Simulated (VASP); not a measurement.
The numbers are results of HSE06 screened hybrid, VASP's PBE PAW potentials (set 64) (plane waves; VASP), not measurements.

VASP input:

**INCAR**
```
! general
SYSTEM    =  AlC62
PREC      =  Normal
ENCUT     =  400
LREAL     =  Auto
LASPH     =  .TRUE.
ISYM      =  0

! electronic loop
EDIFF     =  1E-5
NELM      =  50
NELMIN    =  4
ALGO      =  Normal

! smearing
ISMEAR    =  0
SIGMA     =  0.05

! functional
GGA       =  PE
LHFCALC   =  .TRUE.
AEXX      =  0.25
HFSCREEN  =  0.2
PRECFOCK  =  Fast

! spin
ISPIN     =  2
MAGMOM    =  63*0.0159
NUPDOWN   =  1

! ions
ISIF      =  0

! output
LWAVE     =  .FALSE.
LCHARG    =  .FALSE.
LORBIT    =  10
```

KPOINTS:
```
Automatic mesh
0
Gamma
1 1 1
0 0 0
```

File POSCAR:
```
AlC62
14.293110
  0.5000000111   0.0000000000   0.0000000000
  0.0000000000   0.5000000111   0.0000000000
  0.0000000000   0.0000000000   0.5000000111
C Al
62 1
direct
  0.4980802911   0.9991010136   0.9998655059
  0.6213089966   0.1292109575   0.1299383463
  0.7471984771   0.2524703156   0.0035099270
  0.8706616523   0.3791879920   0.1298150180
  0.7472864876   0.0026950673   0.2531572512
  0.8707234074   0.1290172270   0.3798039120
  0.9984723780   0.0008904599   0.0016296749
  0.1216424227   0.1267875838   0.1274511375
  0.2463624448   0.2488121804   0.9994721800
  0.3711345001   0.3752035216   0.1245248137
  0.4993966371   0.5003696066   0.0001681095
  0.6252575272   0.6297163863   0.1235299591
  0.7500884513   0.7530879661   0.9991863403
  0.8733101830   0.8781565002   0.1272891436
  0.2462935002   0.9987482219   0.2495543075
  0.3710364275   0.1236977520   0.3758627057
  0.4843988881   0.2421680999   0.2432062165
  0.7546407384   0.5146558498   0.2442738520
  0.8763931005   0.6292357637   0.3756401447
  0.4993622942   0.9993359539   0.5010628812
  0.6252124859   0.1228709631   0.6303442638
  0.7547826592   0.2431169831   0.5153608783
  0.8762374486   0.3750249807   0.6297202896
  0.7501474494   0.9984781022   0.7538484380
  0.8732228710   0.1266782402   0.8788622149
  0.9996143496   0.5004583959   0.0001643287
  0.1227059880   0.6268069725   0.1240684363
  0.2498985458   0.7492910232   0.9985183426
  0.3730161826   0.8774820490   0.1235269985
  0.9963337137   0.2526166866   0.2533442223
  0.1233262390   0.3758811878   0.3766443135
  0.2468421801   0.5009320145   0.2476804181
  0.3684270683   0.6329113900   0.3620103196
  0.4979286729   0.7532578739   0.2470985743
  0.6237996060   0.8768690962   0.3764151769
  0.9996985072   0.9993179729   0.5013763410
  0.1226492824   0.1233430569   0.6274697117
  0.2466498681   0.2467851156   0.5018259648
  0.3685214078   0.3613440008   0.6332117118
  0.6388266527   0.6337924199   0.6342088908
  0.7522001014   0.7524454727   0.5015941232
  0.8768894097   0.8772603189   0.6279113368
  0.2499012230   0.9978023913   0.7500797509
  0.3730636882   0.1229212180   0.8781623328
  0.4978982779   0.2463162872   0.7539508638
  0.6237202433   0.3756868318   0.8774554524
  0.7520740313   0.5007299889   0.7529960634
  0.8767745722   0.6271725867   0.8779209179
  0.0005672659   0.7526818645   0.2500423358
  0.1234839920   0.8767321166   0.3761565882
  0.9996475801   0.5001987614   0.5009009129
  0.1268087394   0.6233520755   0.6240964822
  0.2524962877   0.7469190428   0.4975896625
  0.3760531777   0.8732308560   0.6242092060
  0.0005158263   0.2492385298   0.7533860663
  0.1235174216   0.3756010598   0.8773562990
  0.2524505015   0.4967598382   0.7476488864
  0.3760459112   0.6234169041   0.8739530305
  0.5019824820   0.7467257186   0.7474670235
  0.6250754956   0.8768870383   0.8775002650
  0.0015727332   0.7492342500   0.7500125863
  0.1247854690   0.8750283812   0.8757539275
  0.5614375863   0.4381925234   0.4388736246
```

POTCAR, in this order: C Al (PBE.64 set). Program: vasp_gam. Read from the step before: WAVECAR.

Output

### OSZICAR
```
       N       E                     dE             d eps       ncg     rms          rms(c)
DAV:   1    -0.648505823701E+03   -0.64851E+03   -0.84086E+00   632   0.804E+00    0.870E+00
DAV:   2    -0.648534419357E+03   -0.28596E-01   -0.15052E-01   704   0.955E-01    0.689E+00
DAV:   3    -0.648517420569E+03    0.16999E-01   -0.19612E-02   720   0.362E-01    0.441E+00
DAV:   4    -0.648512644821E+03    0.47757E-02   -0.47837E-03   688   0.179E-01    0.263E+00
DAV:   5    -0.648511257907E+03    0.13869E-02   -0.10790E-03   706   0.890E-02    0.154E+00
DAV:   6    -0.648510859778E+03    0.39813E-03   -0.30429E-04   682   0.484E-02    0.888E-01
DAV:   7    -0.648510745235E+03    0.11454E-03   -0.70479E-05   676   0.236E-02    0.509E-01
DAV:   8    -0.648510710971E+03    0.34264E-04   -0.15759E-05   410   0.119E-02    0.297E-01
DAV:   9    -0.648510701296E+03    0.96747E-05   -0.71208E-06   388   0.862E-03
   1 F= -.64851070E+03 E0= -.64851070E+03  d E =-.107007E-10  mag=     1.0000
```

OUTCAR:
```
------------------------ aborting loop because EDIFF is reached ----------------------------------------
  volume of cell :      365.00
      direct lattice vectors                 reciprocal lattice vectors
     7.146555159  0.000000000  0.000000000     0.139927556  0.000000000  0.000000000
     0.000000000  7.146555159  0.000000000     0.000000000  0.139927556  0.000000000
     0.000000000  0.000000000  7.146555159     0.000000000  0.000000000  0.139927556
 POSITION                                       TOTAL-FORCE (eV/Angst)
 -----------------------------------------------------------------------------------
      3.55956      7.14013      7.14559        -0.120939     -0.017565     -0.009664
      4.44022      0.92341      0.92861         0.057655      0.012643      0.008928
      5.33990      1.80429      0.02508        -0.021730      0.014780     -0.002816
      6.22223      2.70989      0.92773         0.104491     -0.034300     -0.054183
      5.34052      0.01926      1.80920        -0.027644     -0.010866      0.013634
      6.22267      0.92203      2.71429         0.089955     -0.026247     -0.029669
      7.13564      0.00636      0.01165        -0.028777     -0.004264     -0.003599
      0.86932      0.90609      0.91084         0.043675     -0.002965     -0.011977
      1.76064      1.77815      7.14278        -0.025913     -0.051286      0.018179
      2.65233      2.68141      0.88992         0.022400      0.065750      0.043647
      3.56897      3.57592      0.00120        -0.003214     -0.005355     -0.021622
      4.46844      4.50030      0.88281         0.051966      0.030814     -0.010377
      5.36055      5.38198      7.14074        -0.060294     -0.022155      0.017855
      6.24116      6.27579      0.90968         0.042260     -0.002838     -0.010039
      1.76015      7.13761      1.78345        -0.027459     -0.011566     -0.052117
      2.65163      0.88401      2.68612         0.020783      0.049558      0.062576
      3.46178      1.73067      1.73809        -0.106076     -0.141245     -0.150458
      5.39308      3.67802      1.74572        -0.065185      0.058786     -0.068171
      6.26319      4.49687      2.68453         0.070752      0.049272      0.031641
      3.56872      7.14181      3.58087        -0.000001     -0.021622      0.009468
      4.46812      0.87810      4.50479         0.054846     -0.004676      0.010718
      5.39410      1.73745      3.68305        -0.068238     -0.068381      0.063915
      6.26208      2.68014      4.50033         0.067558      0.038134      0.052690
      5.36097      7.13568      5.38742        -0.056420      0.000390     -0.006068
      6.24054      0.90531      6.28084         0.059826     -0.013756     -0.010739
      7.14380      3.57655      0.00117        -0.072706     -0.012838      0.005455
      0.87693      4.47951      0.88666         0.044775     -0.011665      0.020951
      1.78591      5.35485      7.13597        -0.026697      0.010361      0.015041
      2.66578      6.27097      0.88279         0.054146      0.018442      0.017096
      7.12035      1.80534      1.81054        -0.029729      0.000473     -0.001617
      0.88136      2.68626      2.69171         0.046430     -0.016908     -0.016787
      1.76407      3.57994      1.77006        -0.056461     -0.026501     -0.036202
      2.63298      4.52314      2.58713         0.052325      0.061066     -0.061257
      3.55847      5.38320      1.76590        -0.040264     -0.001010     -0.020876
      4.45802      6.26659      2.69007         0.011893     -0.005006     -0.017066
      7.14440      7.14168      3.58311        -0.072660     -0.010654     -0.020330
      0.87652      0.88148      4.48425         0.050599      0.022830     -0.018828
      1.76270      1.76366      3.58633        -0.048167     -0.039902     -0.035426
      2.63366      2.58236      4.52528         0.054891     -0.058271      0.059883
      4.56541      4.52943      4.53241         0.112858      0.149907      0.156523
      5.37564      5.37739      3.58467        -0.044571     -0.063490     -0.060728
      6.26674      6.26939      4.48740         0.031068      0.013877      0.041742
      1.78593      7.13085      5.36049        -0.032592     -0.002282      0.017794
      2.66612      0.87846      6.27584         0.066249      0.018256     -0.001278
      3.55826      1.76031      5.38815        -0.047612     -0.026059      0.021474
      4.45745      2.68487      6.27078         0.015704     -0.010757     -0.002108
      5.37474      3.57849      5.38133        -0.037579     -0.053582     -0.047533
      6.26592      4.48212      6.27411         0.036284      0.048321     -0.005605
      0.00405      5.37908      1.78694        -0.060589     -0.030816      0.000161
      0.88249      6.26561      2.68822         0.076662      0.005457      0.015853
      7.14404      3.57470      3.57972        -0.022738      0.007318      0.000588
      0.90625      4.45482      4.46014         0.034269      0.009674      0.007159
      1.80448      5.33790      3.55605        -0.091776      0.035470      0.037212
      2.68748      6.24059      4.46095        -0.011029      0.025574      0.003135
      0.00369      1.78120      5.38412        -0.064022     -0.006043     -0.014180
      0.88272      2.68425      6.27008         0.069054      0.012637     -0.012813
      1.80415      3.55012      5.34311        -0.085521      0.037316      0.059971
      2.68743      4.45528      6.24575        -0.006084      0.014451     -0.000336
      3.58745      5.33652      5.34181        -0.076334     -0.016384     -0.004389
      4.46714      6.26672      6.27110         0.120490      0.020414      0.015975
      0.01124      5.35444      5.36001        -0.049442     -0.007437      0.000097
      0.89179      6.25344      6.25862         0.017886      0.021049      0.000005
      4.01234      3.13157      3.13643         0.006713     -0.014327     -0.010511
 -----------------------------------------------------------------------------------
    total drift:                                0.054692     -0.045682     -0.070628
  FREE ENERGIE OF THE ION-ELECTRON SYSTEM (eV)
  ---------------------------------------------------
  free  energy   TOTEN  =      -648.5107012958 eV

  energy  without entropy=     -648.5107012958  energy(sigma->0) =     -648.51070130

  exchange ACFDT corr.  =         0.00000000  see jH, gK, PRB 81, 115126

 total charge

# of ion       s       p       d       tot
------------------------------------------
    1        0.840   1.748   0.000   2.588
    2        0.831   1.735   0.000   2.566
    3        0.830   1.743   0.000   2.574
    4        0.830   1.735   0.000   2.565
    5        0.831   1.743   0.000   2.574
    6        0.830   1.736   0.000   2.566
    7        0.832   1.747   0.000   2.579
    8        0.831   1.746   0.000   2.577
    9        0.836   1.747   0.000   2.584
   10        0.834   1.749   0.000   2.583
   11        0.830   1.746   0.000   2.577
   12        0.833   1.756   0.000   2.589
   13        0.836   1.757   0.000   2.593
   14        0.831   1.745   0.000   2.576
   15        0.836   1.748   0.000   2.584
   16        0.834   1.750   0.000   2.584
   17        0.850   1.751   0.000   2.600
   18        0.843   1.770   0.000   2.613
   19        0.833   1.751   0.000   2.584
   20        0.831   1.746   0.000   2.577
   21        0.833   1.756   0.000   2.589
   22        0.843   1.768   0.000   2.611
   23        0.833   1.750   0.000   2.583
   24        0.836   1.757   0.000   2.593
   25        0.831   1.745   0.000   2.576
...
```
(Selected blocks of OUTCAR.)

File OUTCAR:
```
 val. band max:       10.2361406847   @ k =   0.0000   0.0000   0.0000

 cond. band min:      11.0731842696   @ k =   0.0000   0.0000   0.0000


 Fermi energy:        10.4652665606

 spin component 1

 k-point     1 :       0.0000    0.0000    0.0000
  band No.  band energies     occupation
      1     -14.4185      1.00000
      2     -12.1429      1.00000
      3     -12.0832      1.00000
      4     -12.0652      1.00000
      5     -12.0638      1.00000
      6     -11.7776      1.00000
      7     -11.5086      1.00000
      8      -9.8253      1.00000
      9      -9.8026      1.00000
     10      -9.7688      1.00000
     11      -9.7251      1.00000
     12      -9.7056      1.00000
     13      -9.7038      1.00000
     14      -9.7016      1.00000
     15      -9.5707      1.00000
     16      -9.5143      1.00000
     17      -9.4663      1.00000
     18      -9.1956      1.00000
     19      -8.8673      1.00000
     20      -8.2904      1.00000
     21      -8.2708      1.00000
     22      -8.0156      1.00000
     23      -6.7630      1.00000
     24      -5.5562      1.00000
     25      -5.5321      1.00000
     26      -5.4676      1.00000
     27      -5.4068      1.00000
     28      -5.0535      1.00000
     29      -5.0273      1.00000
     30      -4.9875      1.00000
     31      -4.9821      1.00000
     32      -4.9807      1.00000
     33      -4.8171      1.00000
     34      -4.4074      1.00000
     35      -4.3154      1.00000
     36      -4.2736      1.00000
     37      -4.2706      1.00000
     38      -4.2659      1.00000
     39      -4.2467      1.00000
     40      -4.0781      1.00000
     41      -4.0442      1.00000
     42      -4.0356      1.00000
     43      -3.9660      1.00000
     44      -2.3531      1.00000
     45      -1.5643      1.00000
     46      -0.7496      1.00000
     47      -0.7255      1.00000
     48      -0.6937      1.00000
     49      -0.6808      1.00000
...
```

The supercell is sampled at Γ alone, which is coarse: total energies, pressure and levels can be off, energies of defects by several tenths of an eV.

The cell is a supercell with a defect, built from C (diamond): Al_C-vac_C. The cell's shape comes from a PBE relaxation.
